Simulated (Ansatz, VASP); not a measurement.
## Two plane-wave programs on AlC

```
Al C
1.0
     3.19931    0.00000    0.00000
     0.00000    3.19931    0.00000
     0.00000    0.00000    3.19931
Al C
1 1
Direct
  0.00000 0.00000 0.00000
  0.50000 0.50000 0.50000
```

Alike in both runs: task relaxation of cell and atoms; functional PBE; k mesh 6 × 6 × 6; occupations gaussian, width 0.1 eV; no spin polarisation.

```csv
,VASP,Ansatz
version,VASP 6.6.1,Ansatz 0.2.0
potentials or method,"VASP PAW PBE potentials, release 64 (Al, C)","scalar-relativistic, plane waves, PAW"
plane-wave cutoff (eV),600,420
valence electrons in the cell,7,7
```

Ansatz gave:

| Item | Value |
| --- | --- |
| gap on the k mesh at the Fermi level, each at its own relaxed structure (eV) | none |
| relaxed volume (Å³/atom) | 9.76 |
| relaxed cell length with the largest relative difference (Å) | 2.692 |
| energy change over the relaxation (meV/atom) | -902 |

Task: Which values does VASP return?

Result: gap on the k mesh at the Fermi level, each at its own relaxed structure (eV): none; relaxed volume (Å³/atom): 9.72; relaxed cell length with the largest relative difference (Å): 2.689; energy change over the relaxation (meV/atom): -905.

A gap of «none» marks a metal or a gap that the smearing closes.

Caveats: the volume moved by over 15 % at a fixed basis, so the end points are rough (VASP).
